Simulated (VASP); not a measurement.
# SrHg5 (P1) in VASP: notebook

The runs below take SrHg5 through single point, with PBEsol.

All numbers are computed with VASP 6.6.1; they aren't measurements. Logs are shortened: lines on timing, memory, paths and dates and some standing lists are left out, and cuts for length are marked.

## Step 1: Starting point

The typed cell holds 6 atoms: a = 6.384 Å, b = 6.386 Å, c = 4.922 Å, α = 90.02°, β = 90.00°, γ = 120.06°.

The cell was built by a generator and needn't be a form met in nature.

## Step 2: Single point, PBEsol

Contents of INCAR:

```
SYSTEM = SrHg5
PREC = Accurate ; ENCUT = 520
EDIFF = 1E-6 ; ISMEAR = -1
SIGMA = 0.0857 ; LREAL = .FALSE.
LASPH = .TRUE. ; NELM = 100
ALGO = Fast ; ISIF = 2
LWAVE = .FALSE. ; LCHARG = .FALSE.
GGA = PS ; NBANDS = 44
```

Contents of KPOINTS:

```
Automatic mesh
0
Gamma
  3 3 4
  0.5 0.5 0
```

Contents of POSCAR:

```
SrHg5
1.0
    6.3840069600     -0.0040706200      0.0000457100
   -3.1955285700      5.5290382800     -0.0010829200
    0.0000355600     -0.0009437500      4.9224615400
Hg Sr
5 1
Direct
    0.3081220000      0.6807540000      0.0374810000
    0.6646780000      0.3100560000      0.9936530000
    0.5231600000      0.0174950000      0.5019750000
    0.5211750000      0.5104610000      0.5199220000
    0.9908250000      0.4962320000      0.4619360000
    0.9950830000      0.9527230000      0.0115630000
```

Potentials or basis: VASP PAW PBE potentials, release 64 (Hg, Sr_sv).

On the command line:

```
$ cat potpaw_PBE.64/Hg/POTCAR potpaw_PBE.64/Sr_sv/POTCAR > POTCAR
$ mpirun -np 1 vasp_std > vasp.out
```

OUTCAR:

```text
SYSTEM = SrHg5
   PREC = Accurate
   ENCUT = 520
   EDIFF = 1E-6
   ISMEAR = -1
   LREAL = .FALSE.
   LASPH = .TRUE.
   NELM = 100
   ISIF = 2
   GGA = PS

 ion  position               nearest neighbor table
   1  0.308  0.681  0.037-   5 2.73   3 2.96   4 3.19   3 3.24   6 3.24   4 3.32   5 3.34   2 3.49
                             2 3.58   6 3.83   6 4.04
   2  0.665  0.310  0.994-   3 2.91   5 2.93   3 2.98   4 3.02   5 3.18   4 3.22   1 3.49   6 3.55
                             1 3.58   6 3.70   6 3.81
   3  0.523  0.017  0.502-   2 2.91   1 2.96   2 2.98   5 3.03   4 3.16   4 3.23   1 3.24   5 3.37
                             6 4.00   6 4.04   6 4.05   6 4.10
   4  0.521  0.510  0.520-   2 3.02   5 3.06   3 3.16   1 3.19   2 3.22   3 3.23   1 3.32   5 3.35
                             6 3.80   6 3.85   6 4.22   6 4.27
   5  0.991  0.496  0.462-   1 2.73   2 2.93   3 3.03   4 3.06   2 3.18   1 3.34   4 3.35   3 3.37
                             6 3.65   6 3.97   6 4.13   6 4.41
   6  0.995  0.953  0.012-   1 3.24   2 3.55   5 3.65   2 3.70   4 3.80   2 3.81   1 3.83   4 3.85
                             5 3.97   3 4.00   1 4.04   3 4.04   3 4.05   3 4.10   5 4.13   4 4.22

  LATTYP: Found a triclinic cell.
 ALAT       =     6.3860526396
 B/A-ratio  =     0.9988958903
 C/A-ratio  =     0.7708144465
 COS(alpha) =     0.0003250416
 COS(beta)  =     0.0003391844
 COS(gamma) =     0.4997683800

  Lattice vectors:

 A1 = (  -3.1955285700,   5.5290382800,  -0.0010829200)
 A2 = (   3.1884783900,   5.5249676600,  -0.0010372100)
 A3 = (  -0.0000355600,   0.0009437500,  -4.9224615400)

Analysis of symmetry for initial positions (statically):
=====================================================================
 Subroutine PRICEL returns:
 Original cell was already a primitive cell.

 Routine SETGRP: Setting up the symmetry group for a
 triclinic supercell.

 Subroutine GETGRP returns: Found  1 space group operations
 (whereof  1 operations were pure point group operations)
 out of a pool of  2 trial point group operations.

The static configuration has the point symmetry C_1 .

Analysis of symmetry for dynamics (positions and initial velocities):
=====================================================================
 Subroutine PRICEL returns:
 Original cell was already a primitive cell.

 Routine SETGRP: Setting up the symmetry group for a
 triclinic supercell.

 Subroutine GETGRP returns: Found  1 space group operations
 (whereof  1 operations were pure point group operations)
 out of a pool of  2 trial point group operations.

The dynamic configuration has the point symmetry C_1 .

 Subroutine INISYM returns: Found  1 space group operations
 (whereof  1 operations are pure point group operations),
 and found     1 'primitive' translations

----------------------------------------------------------------------------------------

                                     Primitive cell

  volume of cell :     173.6862

  direct lattice vectors                    reciprocal lattice vectors
     6.384006960 -0.004070620  0.000045710     0.156699180  0.090564886  0.000016231
    -3.195528570  5.529038280 -0.001082920     0.000115366  0.180929963  0.000034688
     0.000035560 -0.000943750  4.922461540    -0.000001430  0.000038963  0.203150401

  length of vectors
     6.384008258  6.386052640  4.922461631     0.180987933  0.180930003  0.203150405

  position of ions in fractional coordinates (direct lattice)
     0.308122000  0.680754000  0.037481000
     0.664678000  0.310056000  0.993653000
     0.523160000  0.017495000  0.501975000
     0.521175000  0.510461000  0.519922000
     0.990825000  0.496232000  0.461936000
     0.995083000  0.952723000  0.011563000

  ion indices of the primitive-cell ions
   primitive index   ion index
                 1           1
                 2           2
                 3           3
                 4           4
                 5           5
                 6           6

----------------------------------------------------------------------------------------

 KPOINTS: Automatic mesh

Automatic generation of k-mesh.
 Grid dimensions read from file:
 generate k-points for:    3    3    4

 Generating k-lattice:

  Cartesian coordinates                     Fractional coordinates (reciprocal lattice)
     0.052233060  0.030188295  0.000005410     0.333333333  0.000000000 -0.000000000
     0.000038455  0.060309988  0.000011563    -0.000000000  0.333333333 -0.000000000
    -0.000000357  0.000009741  0.050787600     0.000000000  0.000000000  0.250000000

  Length of vectors
     0.060329311  0.060310001  0.050787601

  Shift w.r.t. Gamma in fractional coordinates (k-lattice)
     0.500000000  0.500000000  0.000000000

 Subroutine IBZKPT returns following result:
 ===========================================

 Found     19 irreducible k-points:

 Following reciprocal coordinates:
            Coordinates               Weight
  0.166667  0.166667 -0.000000      2.000000
  0.500000  0.166667  0.000000      2.000000
 -0.166667  0.166667 -0.000000      2.000000
  0.166667  0.500000 -0.000000      2.000000
  0.500000  0.500000 -0.000000      1.000000
  0.166667  0.166667  0.250000      2.000000
[... 11 lines left out ...]
  0.166667  0.500000  0.500000      2.000000
  0.500000  0.500000  0.500000      1.000000
   k-points           NKPTS =     19   k-points in BZ     NKDIM =     19   number of bands    NBANDS=     44
   number of dos      NEDOS =    301   number of ions     NIONS =      6
   total plane-waves  NPLWV =  92160
   dimension x,y,z NGX =    48 NGY =   48 NGZ =   40
   dimension x,y,z NGXF=    96 NGYF=   96 NGZF=   80
   ions per type =               5   1
   NGX,Y,Z   is equivalent  to a cutoff of  12.50, 12.50, 13.51 a.u.
   NGXF,Y,Z  is equivalent  to a cutoff of  25.00, 24.99, 27.02 a.u.
 SYSTEM =  SrHg5
   PREC   = accura    normal or accurate (medium, high low for compatibility)
   ISTART =      0    job   : 0-new  1-cont  2-samecut
   ICHARG =      2    charge: 1-file 2-atom 10-const
   ISPIN  =      1    spin polarized calculation?
   LNONCOLLINEAR =      F non collinear calculations
   LSORBIT =      F    spin-orbit coupling
   LASPH  =      T    aspherical Exc in radial PAW
   ENCUT  =  520.0 eV  38.22 Ry    6.18 a.u.  11.87 11.87  9.15*2*pi/ulx,y,z
   NELM   =    100;   NELMIN=  2; NELMDL= -5     # of ELM steps
   EDIFF  = 0.1E-05   stopping-criterion for ELM
   LREAL  =      F    real-space projection
   EDIFFG = 0.1E-04   stopping-criterion for IOM
   NSW    =      0    number of steps for IOM
   IBRION =     -1    ionic relax: 0-MD 1-quasi-New 2-CG
   NFREE  =      0    steps in history (QN), initial steepest desc. (CG)
   ISIF   =      2    stress and relaxation
   ISYM   =      2    0-nonsym 1-usesym 2-fastsym
   POTIM  = 0.5000    time-step for ionic-motion
   TEBEG  =    0.0;   TEEND  =   0.0 temperature during run
   PSTRESS=    0.0 pullay stress
   NELECT =      70.0000    total number of electrons
   NUPDOWN=      -1.0000    fix difference up-down
   EMIN   =  10.00;   EMAX   =-10.00  energy-range for DOS
   EFERMI =   0.00;   METHOD = LEGACY
   ISMEAR =    -1;   SIGMA  =   0.09  broadening in eV -4-tet -1-fermi 0-gaus
   EFERMI_NEDOS =   21; number of points for ismear=-14 and -15
   IALGO  =     68    algorithm
   IMIX   =      4    mixing-type and parameters
     AMIX     =   0.40;   BMIX     =  1.00
     AMIX_MAG =   1.60;   BMIX_MAG =  1.00
  volume/ion in A,a.u.               =      28.95       195.35
  Fermi-wavevector in a.u.,A,eV,Ry     =   1.209258  2.285167 19.895880  1.462306
  Thomas-Fermi vector in A             =   2.344841
   LORBIT       =      0    0 simple, 1 ext, 2 COOP (PROOUT), +10 PAW based schemes
   GGA     = PS    functional components
   LHFCALC =     F    Hartree Fock is set to
   AEXX    =    0.0000 exact exchange contribution
   IVDW    =     0    specifies the selected vdW correction
   LEPSILON=     F    determine dielectric tensor
   LRPA    =     F    only Hartree local field effects (RPA)
 non-spin polarized calculation
 RMM-DIIS sequential band-by-band and
  energy-cutoff  :      520.00
  volume of cell :      173.69
 maximum number of plane-waves:      4695
   NGX = 23   NGY = 23   NGZ = 19

 number of electron      70.0000002 magnetization

 Free energy of the ion-electron system (eV)
  ---------------------------------------------------
  ext. energy  EPLUGINS =         0.00000000
  ---------------------------------------------------
  free energy    TOTEN  =        -5.60026986 eV

  energy without entropy =       -5.53509506  energy(sigma->0) =       -5.56768246

 E-fermi :   2.3325     XC(G=0):  -9.8361

 val. band max:        2.3201667630   @ k =  -0.1667  -0.1667   0.2500
 cond. band min:       2.3595684060   @ k =   0.1667   0.1667   0.2500
 fundamental gap:      0.0394016429
 Fermi energy:         2.3325412445

 k-point     1 :       0.1667    0.1667   -0.0000
  band No.  band energies     occupation
      1     -34.4073      2.00000
      2     -16.3842      2.00000
      3     -16.3789      2.00000
      4     -16.3733      2.00000
      5      -6.5068      2.00000
      6      -5.7543      2.00000
[... 36 lines left out ...]
     43       6.4175      0.00000
     44       6.7266      0.00000

 k-point     2 :       0.5000    0.1667    0.0000
  band No.  band energies     occupation
      1     -34.4073      2.00000
      2     -16.3843      2.00000
      3     -16.3786      2.00000
      4     -16.3754      2.00000
      5      -6.2729      2.00000
      6      -5.8018      2.00000
[... 36 lines left out ...]
     43       6.4580      0.00000
     44       6.6739      0.00000

 k-point     3 :      -0.1667    0.1667   -0.0000
  band No.  band energies     occupation
      1     -34.4073      2.00000
      2     -16.3841      2.00000
      3     -16.3784      2.00000
      4     -16.3727      2.00000
      5      -6.7367      2.00000
      6      -5.7457      2.00000
[... 741 lines left out ...]
     43       6.2187      0.00000
     44       6.7458      0.00000

 k-point    19 :       0.5000    0.5000    0.5000
  band No.  band energies     occupation
      1     -34.4068      2.00000
      2     -16.4052      2.00000
      3     -16.3784      2.00000
      4     -16.3714      2.00000
      5      -6.0958      2.00000
      6      -5.8286      2.00000
[... 36 lines left out ...]
     43       6.2518      0.00000
     44       6.8433      0.00000

------------------------ aborting loop because EDIFF is reached ----------------------------------------

  FORCE on cell =-STRESS in cart. coord.  units (eV):
  Direction    XX          YY          ZZ          XY          YZ          ZX
  --------------------------------------------------------------------------------------
  -------------------------------------------------------------------------------------
  Total       -1.6166467     -2.3004081     -1.0567597     -0.4429376     -0.2658352     -0.4584569
  in kB      -14.9128458    -21.2202399     -9.7481377     -4.0859020     -2.4522113     -4.2290605
  external PRESSURE =     -15.2937411 kB  Pullay stress =       0.0000000 kB

 VOLUME and BASIS-vectors are now :
 -----------------------------------------------------------------------------
  energy-cutoff  :      520.00
  volume of cell :      173.69
      direct lattice vectors                 reciprocal lattice vectors
     6.384006960 -0.004070620  0.000045710     0.156699180  0.090564886  0.000016231
    -3.195528570  5.529038280 -0.001082920     0.000115366  0.180929963  0.000034688
     0.000035560 -0.000943750  4.922461540    -0.000001430  0.000038963  0.203150401

 POSITION                                       TOTAL-FORCE (eV/Angst)
 -----------------------------------------------------------------------------------
     -0.20831      3.76263      0.18378         0.734417     -0.017325     -0.908225
      3.25255      1.71067      4.89091        -0.233800      0.105071     -0.121467
      3.28397      0.09413      2.47096         0.047706     -0.461616      0.158970
      1.69601      2.81975      2.55877        -0.363589      0.261939      0.054926
      4.73973      2.73922      2.27337         0.042108     -0.009524      0.884939
      3.30816      5.26358      0.05593        -0.226842      0.121455     -0.069143
 -----------------------------------------------------------------------------------
    total drift:                                0.001151     -0.002587      0.000263

  FREE ENERGIE OF THE ION-ELECTRON SYSTEM (eV)
  ---------------------------------------------------
  free  energy   TOTEN  =        -5.6002698576 eV

  energy  without entropy=       -5.5350950553  energy(sigma->0) =       -5.56768246
```

Run time: 1.7 min. Hardware: 1 thread of Intel Xeon 6975P-C (Granite Rapids), shared host; peak memory 0.36 GiB.

Results:

```yaml
Free_energy: -5.6003 eV
Pressure: -1.5 GPa
Largest_force: 1.168 eV/Å
Band_gap_on_the_k_mesh: none (metal or under the smearing width)
```

Forces in eV/Å, atoms in the order of the input:
```
Hg   0.734 -0.017 -0.908
Hg  -0.234  0.105 -0.121
Hg   0.048 -0.462  0.159
Hg  -0.364  0.262  0.055
Hg   0.042 -0.010  0.885
Sr  -0.227  0.121 -0.069
```

Stress tensor (GPa, compression positive):
```
-1.49 -0.41 -0.42
-0.41 -2.12 -0.25
-0.42 -0.25 -0.97
```

Caveat: the k mesh is coarse (spacing up to 0.38 Å⁻¹), so the values aren't converged; the PAW data sets were made with another functional, which shifts forces and pressure a little.

## Step 3: Single point, PBEsol

Contents of INCAR:

```
  PREC = Accurate
  ENCUT = 520
  EDIFF = 1E-6
  ISMEAR = -1
  SIGMA = 0.0857
  LREAL = False
  LASPH = True
  NELM = 100
  ALGO = Fast
  ISIF = 2
  LWAVE = False
  LCHARG = False
  GGA = PS
  NBANDS = 44
```

Contents of KPOINTS:

```
Automatic mesh
0
Gamma
  4 4 5
  0.5 0.5 0
```

POSCAR is that of step 2.

Potentials or basis: VASP PAW PBE potentials, release 64 (Hg, Sr_sv).

On the command line:

```
$ cat potpaw_PBE.64/Hg/POTCAR potpaw_PBE.64/Sr_sv/POTCAR > POTCAR
$ mpirun -np 1 vasp_std > vasp.out
```

Wall time 3.6 min (1 thread of Intel Xeon 6975P-C (Granite Rapids), shared host); peak memory 0.44 GiB.

It converged, with:

```yaml
Free_energy: -5.6340 eV
Pressure: -1.5 GPa
Largest_force: 1.210 eV/Å
Band_gap_on_the_k_mesh: none (metal or under the smearing width)
```

Forces on the atoms (eV/Å):
```
Hg   0.748 -0.050 -0.950
Hg  -0.263  0.083 -0.149
Hg   0.066 -0.431  0.217
Hg  -0.332  0.257  0.049
Hg   0.026  0.001  0.899
Sr  -0.245  0.140 -0.066
```

Stress tensor (GPa, compression positive):
```
-1.98 -0.11 -0.37
-0.11 -2.30 -0.22
-0.37 -0.22 -0.09
```

Levels at points of the mesh, in eV from the Fermi level:
```tsv
k point	band 32	band 33	band 34	band 35	band 36	band 37	band 38	band 39
(0.12, 0.12, 0.00)	-2.86	-1.67	-0.81	-0.18	0.29	0.47	2.21	2.36
```

Caveat: the PAW data sets were made with another functional, which shifts forces and pressure a little.
